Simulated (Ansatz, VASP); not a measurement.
**CdBr in VASP and in Ansatz**

```
Cd Br
1.0
     0.00000    3.79311    3.79311
     3.79311    0.00000    3.79311
     3.79311    3.79311    0.00000
Cd Br
2 2
Direct
  0.50000 0.50000 0.50000
  0.75000 0.75000 0.75000
  0.00000 0.00000 0.00000
  0.25000 0.25000 0.25000
```

Alike in both runs: functional PBE; k mesh 10 × 10 × 10; occupations gaussian, width 0.1 eV; no spin polarisation.

Ansatz relaxed the structure, and its values are those at the end. VASP's run is a single point on that final structure, the one shown.

|  | VASP | Ansatz |
| --- | --- | --- |
| version | VASP 6.6.1 | Ansatz 0.2.0 |
| potentials or method | VASP PAW PBE potentials, release 64 (Cd, Br) | scalar-relativistic, plane waves, PAW |
| plane-wave cutoff (eV) | 520 | 420 |
| valence electrons in the cell | 38 | 54 |

VASP gave:

| Property | Result |
| --- | --- |
| gap on the k mesh at the Fermi level (eV) | none |
| pressure (GPa) | 0.1 |

**Question.** Which values does Ansatz return?

**Answer.** gap on the k mesh at the Fermi level (eV): none; pressure (GPa): 0.0.

A gap of «none» marks a metal or a gap that the smearing closes. With one functional, cell and mesh, what is left measures potentials, basis and numerics. The two sets of potentials don't hold the same shells in valence.
